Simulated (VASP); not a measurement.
These are AM05 GGA, VASP's PBE PAW potentials (set 64) (plane waves; VASP) values and carry that method's errors.

The input files of a VASP run:

INCAR:
```
! general
SYSTEM   =  Ni3Fe
PREC     =  Accurate
ENCUT    =  520   ! plane-wave cut-off (eV)
LREAL    =  .FALSE.   ! projection in real space or not
LASPH    =  .TRUE.

! electronic loop
EDIFF    =  1E-7   ! SCF stop (eV)
NELM     =  100   ! most electronic steps
ALGO     =  Normal
LMAXMIX  =  4   ! l cut-off of mixed one-centre charges

! smearing
ISMEAR   =  1
SIGMA    =  0.1

! functional
GGA      =  AM   ! AM05

! spin
ISPIN    =  2   ! spin-polarised
MAGMOM   =  2.8 3*0.6

! ions
ISIF     =  2

! output
LWAVE    =  .FALSE.
LCHARG   =  .FALSE.
LORBIT   =  10
```

KPOINTS:
```
Regular mesh
0
G
 9 9 9
0 0 0
```

File POSCAR:
```
Ni3Fe
1
    3.4835122501     0.0000000000     0.0000000000
    0.0000000000     3.4835122501     0.0000000000
    0.0000000000     0.0000000000     3.4835122501
Fe Ni
1 3
Direct
  0.0000000000   0.0000000000   0.0000000000
  0.0000000000   0.5000000000   0.5000000000
  0.5000000000   0.0000000000   0.5000000000
  0.5000000000   0.5000000000   0.0000000000
```

POTCAR, in this order: Fe Ni (PBE.64 set). Program: vasp_std.

The run wrote:

### OSZICAR
```
       N       E                     dE             d eps       ncg     rms          rms(c)
DAV:   1     0.243812772194E+03    0.24381E+03   -0.17461E+04  3596   0.215E+03
DAV:   2    -0.165030511715E+02   -0.26032E+03   -0.25171E+03  3517   0.378E+02
DAV:   3    -0.311677124495E+02   -0.14665E+02   -0.13934E+02  3640   0.123E+02
DAV:   4    -0.314112458173E+02   -0.24353E+00   -0.24192E+00  3723   0.164E+01
DAV:   5    -0.314173178109E+02   -0.60720E-02   -0.60712E-02  4928   0.219E+00    0.227E+01
DAV:   6    -0.277742381255E+02    0.36431E+01   -0.43475E+01  3597   0.101E+02    0.158E+01
DAV:   7    -0.297001578851E+02   -0.19259E+01   -0.15072E+01  4118   0.101E+02    0.234E+01
DAV:   8    -0.266536481537E+02    0.30465E+01   -0.12342E+01  4122   0.551E+01    0.468E+00
DAV:   9    -0.267054368875E+02   -0.51789E-01   -0.53169E-01  3940   0.936E+00    0.315E+00
DAV:  10    -0.266727247645E+02    0.32712E-01   -0.76997E-02  4484   0.762E+00    0.144E+00
DAV:  11    -0.266693575268E+02    0.33672E-02   -0.22212E-02  5462   0.185E+00    0.814E-01
DAV:  12    -0.266703052261E+02   -0.94770E-03   -0.31457E-03  4527   0.135E+00    0.233E-01
DAV:  13    -0.266703438814E+02   -0.38655E-04   -0.75237E-04  4647   0.342E-01    0.865E-02
DAV:  14    -0.266703488706E+02   -0.49892E-05   -0.94871E-05  4620   0.215E-01    0.358E-02
DAV:  15    -0.266703491206E+02   -0.24996E-06   -0.21229E-05  4966   0.803E-02    0.943E-03
DAV:  16    -0.266703493244E+02   -0.20386E-06   -0.17250E-06  3586   0.143E-02    0.548E-03
DAV:  17    -0.266703492337E+02    0.90791E-07   -0.33789E-07  2872   0.140E-02
   1 F= -.26670349E+02 E0= -.26670592E+02  d E =0.726941E-03  mag=     4.5046
```

File OUTCAR:
```
------------------------ aborting loop because EDIFF is reached ----------------------------------------
  FORCE on cell =-STRESS in cart. coord.  units (eV):
  Direction    XX          YY          ZZ          XY          YZ          ZX
  --------------------------------------------------------------------------------------
  Total       -0.0581621     -0.0581621     -0.0581621     -0.0000000      0.0000000     -0.0000000
  in kB       -2.2044410     -2.2044410     -2.2044410     -0.0000000      0.0000000     -0.0000000
  external PRESSURE =      -2.2044410 kB  Pullay stress =       0.0000000 kB
  volume of cell :       42.27
      direct lattice vectors                 reciprocal lattice vectors
     3.483512250  0.000000000  0.000000000     0.287066595  0.000000000  0.000000000
     0.000000000  3.483512250  0.000000000     0.000000000  0.287066595  0.000000000
     0.000000000  0.000000000  3.483512250     0.000000000  0.000000000  0.287066595
 POSITION                                       TOTAL-FORCE (eV/Angst)
 -----------------------------------------------------------------------------------
      0.00000      0.00000      0.00000         0.000000      0.000000      0.000000
      0.00000      1.74176      1.74176         0.000000      0.000000      0.000000
      1.74176      0.00000      1.74176         0.000000      0.000000      0.000000
      1.74176      1.74176      0.00000         0.000000      0.000000      0.000000
 -----------------------------------------------------------------------------------
    total drift:                                0.000000      0.000000      0.000000
  FREE ENERGIE OF THE ION-ELECTRON SYSTEM (eV)
  ---------------------------------------------------
  free  energy   TOTEN  =       -26.6703492337 eV

  energy  without entropy=      -26.6710761750  energy(sigma->0) =      -26.67059155

 total charge

# of ion       s       p       d       tot
------------------------------------------
    1        0.496   0.547   6.155   7.197
    2        0.526   0.558   8.350   9.434
    3        0.526   0.558   8.350   9.434
    4        0.526   0.558   8.350   9.434
--------------------------------------------------
tot          2.074   2.221  31.204  35.498

 magnetization (x)

# of ion       s       p       d       tot
------------------------------------------
    1        0.005  -0.001   2.793   2.797
    2       -0.015  -0.041   0.619   0.563
    3       -0.015  -0.041   0.619   0.563
    4       -0.015  -0.041   0.619   0.563
--------------------------------------------------
tot         -0.042  -0.125   4.651   4.485
```
(Selected blocks of OUTCAR.)

**OUTCAR**
```
 val. band max:        9.1038948304   @ k =   0.3333   0.1111   0.0000

 cond. band min:       9.1156522453   @ k =   0.4444   0.4444   0.4444


 Fermi energy:         9.1056939062

 spin component 1

 k-point     1 :       0.0000    0.0000    0.0000
  band No.  band energies     occupation
      1      -0.3881      1.00000
      2       3.5183      1.00000
      3       3.5183      1.00000
      4       4.1538      1.00000
      5       4.2978      1.00000
      6       4.2978      1.00000
      7       4.2978      1.00000
      8       6.3285      1.00000
      9       6.3285      1.00000
     10       6.3285      1.00000
     11       7.4676      1.00000
     12       7.4676      1.00000
     13       8.3167      1.00000
     14       8.3167      1.00000
     15       8.3495      1.00000
     16       8.4691      1.00000
     17       8.4691      1.00000
     18       8.4691      1.00000
     19       8.5692      1.00000
     20       8.5692      1.00000
     21       8.5692      1.00000
     22      11.3193      0.00000
     23      11.3193      0.00000
     24      11.3193      0.00000
     25      18.3967      0.00000

 k-point     2 :       0.1111    0.0000    0.0000
  band No.  band energies     occupation
      1      -0.2222      1.00000
      2       3.5719      1.00000
      3       3.6003      1.00000
      4       4.2172      1.00000
      5       4.3501      1.00000
      6       4.3581      1.00000
      7       4.3581      1.00000
      8       6.2652      1.00000
      9       6.3756      1.00000
     10       6.3756      1.00000
     11       7.4037      1.00000
     12       7.4881      1.00000
     13       8.1145      1.00000
     14       8.1145      1.00000
     15       8.2385      1.00000
     16       8.2626      1.00000
     17       8.3094      1.00000
     18       8.4406      1.00000
     19       8.4406      1.00000
     20       8.4692      1.00000
     21       8.5693      1.00000
...
```

The compound is Ni3Fe in the L1_2 structure. It was relaxed first, which changed the volume by -6 %.
